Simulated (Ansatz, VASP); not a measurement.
**Te3Pd in VASP and in Ansatz**

```xyz
4
Lattice="0.0000 3.6591 3.6591 3.6591 0.0000 3.6591 3.6591 3.6591 0.0000" Properties=species:S:1:pos:R:3 pbc="T T T"
Te    1.8296    1.8296    1.8296
Te    5.4887    5.4887    5.4887
Te    3.6591    3.6591    3.6591
Pd    0.0000    0.0000    0.0000
```

Change from the starting cell: species swapped into the Li3Ag type (Fm-3m, No. 225).

Alike in both runs: functional PBE; k mesh 12 × 12 × 12; occupations gaussian, width 0.1 eV; no spin polarisation.

Ansatz relaxed the structure, and its values are those at the end. VASP's run is a single point on that final structure, the one shown.

```csv
,VASP,Ansatz
version,VASP 6.6.1,Ansatz 0.2.0
potentials or method,"VASP PAW PBE potentials, release 64 (Te, Pd)","scalar-relativistic, plane waves, PAW"
plane-wave cutoff (eV),520,420
valence electrons in the cell,28,66
```

|  | VASP | Ansatz | Ansatz less VASP |
| --- | --- | --- | --- |
| gap on the k mesh at the Fermi level (eV) | none | none | - |
| pressure (GPa) | -0.1 | 0.0 | +0.10 |

A gap of «none» marks a metal or a gap that the smearing closes. With one functional, cell and mesh, what is left measures potentials, basis and numerics. The two sets of potentials don't hold the same shells in valence.

Spin-orbit coupling is left out, which matters for the levels of Te.
